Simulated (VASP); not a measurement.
Given:

```
CELL_PARAMETERS angstrom
      0.00000     2.70500     2.70500
      2.70500     0.00000     2.70500
      2.70500     2.70500     0.00000
ATOMIC_POSITIONS crystal
  Ce 0.98706 0.01294 0.03142
  O  0.25000 0.25000 0.25000
  O  0.75000 0.75000 0.75000
```

Level of theory: PBE GGA, VASP's PBE PAW potentials (set 64) (plane waves; VASP). Run with 520 eV cut-off, 5×5×5 Γ-centred mesh, Gaussian smearing of 0.050 eV, potentials Ce O.

### Question
The ions are relaxed. Which structure does the run end with?

### Answer

```
CELL_PARAMETERS angstrom
      0.00000     2.70500     2.70500
      2.70500     0.00000     2.70500
      2.70500     2.70500     0.00000
ATOMIC_POSITIONS crystal
  Ce 0.99570 0.00430 0.01047
  O  0.24571 0.25434 0.26046
  O  0.74566 0.75429 0.76050
```
Space group Fm-3m (225), at a tolerance of 0.03 Å.

### Question
How much energy does the relaxation gain?

### Answer
The energy (σ→0) changes by -21.4 meV/atom, in 6 ionic steps.

The compound is CeO2 in the fluorite structure. In the starting cell atoms are displaced from their ideal sites. This run relaxes the ions in a fixed cell. Symmetry was kept, so distortions that lower it aren't found. The run is not spin-polarised, so no magnetic state was tried.
